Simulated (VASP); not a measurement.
Sr:

```xyz
1
Lattice="0.0000 3.0336 3.0336 3.0336 0.0000 3.0336 3.0336 3.0336 0.0000" Properties=species:S:1:pos:R:3 pbc="T T T"
Sr    0.0000    0.0000    0.0000
```

| Item | Value |
| --- | --- |
| Program | VASP 6.6.1 |
| Task | relaxation of cell and atoms |
| Functional | PBEsol |
| Potentials or basis | VASP PAW PBE potentials, release 64 (Sr_sv) |
| Cutoff | 600 eV |
| k mesh | 12 × 12 × 12 |
| Occupations | gaussian, width 0.1 eV |
| Spin | no spin polarisation |

At the start: pressure -0.8 GPa; volume 55.83 Å³/atom.

Question: How do energy, volume and symmetry change on relaxing?

Answer: Over 4 steps the energy falls by 10.3 meV/atom and the volume is 51.91 Å³/atom (-7.0 %); space group Fm-3m (No. 225, to 0.05 Å).

Step by step:
```csv
step,energy change (eV),largest force (eV/Å),pressure (GPa),volume (Å³)
1,0.0000,0.0000,-0.79,55.83
2,-0.0082,0.0000,-0.38,53.63
3,-0.0103,0.0000,-0.03,52.03
4,-0.0103,0.0000,0.00,51.91
```

Final structure:
```xyz
1
Lattice="0.0000 2.9608 2.9608 2.9608 0.0000 2.9608 2.9608 2.9608 0.0000" Properties=species:S:1:pos:R:3 pbc="T T T"
Sr    0.0000    0.0000    0.0000
```

Caveat: the PAW data sets were made with another functional, which shifts forces and pressure a little.
